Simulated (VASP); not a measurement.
Given:

```
CoGa
1.0
    2.87173     0.00000     0.00000
    0.00000     2.87173     0.00000
    0.00000     0.00000     2.87173
Ga Co
1 1
Direct
  0.50000   0.50000   0.50000
  0.00000   0.00000   0.00000
```

Level of theory: revPBE GGA, VASP's PBE PAW potentials (set 64) (plane waves; VASP). Numerical set-up: 520 eV cut-off, 13×13×13 Γ-centred mesh, first-order Methfessel-Paxton smearing of 0.10 eV, potentials Ga_d Co.

Give the stress tensor in GPa (positive for a compressed cell).

```
5.46  0.00  0.00
0.00  5.46  0.00
0.00  0.00  5.46
```
The pressure is its mean diagonal, 5.46 GPa.

The compound is CoGa in the CsCl type structure. This cell is one point of a volume scan, at 0.97 of the reference volume. The run is not spin-polarised, so no magnetic state was tried.
